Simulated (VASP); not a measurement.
Runs of VASP 6.6.1 on Al. Symmetry: Fm-3m, No. 225, cubic system. Conventional cell: a = 3.987 Å, b = 3.987 Å, c = 3.987 Å, α = 90.00°, β = 90.00°, γ = 90.00°. Al (site symmetry m-3m) is surrounded by 12 Al at 2.82 Å. 

```tsv
task	cell	gap on the mesh (eV)	pressure (GPa)
single point	a relaxed cell with its volume scaled by 0.91	none	10.9
single point	a relaxed cell with its volume scaled by 1.06	none	(b)
single point	a relaxed cell with its volume scaled by 0.97	none	3.0
single point	a relaxed cell with its volume scaled by 1.09	none	(a)
relaxation of cell and atoms	relaxed	none	0.0
single point	as given	none	0.0
single point	a relaxed cell with its volume scaled by 0.94	none	6.6
```

Alike in all rows: level r2SCAN; potentials or basis VASP PAW PBE potentials, release 64 (Al); no spin polarisation; k mesh 18 × 18 × 18; cutoff (eV) 520; smearing gaussian 0.1 eV.

Fill in the values left out.

(a) -6.5; (b) -4.7.

Caveats: the PAW data sets were made with another functional, which shifts forces and pressure a little; the relaxation stopped at its first step, so nothing moved (some runs).

A gap of «none» marks a metal or a gap under the smearing width.
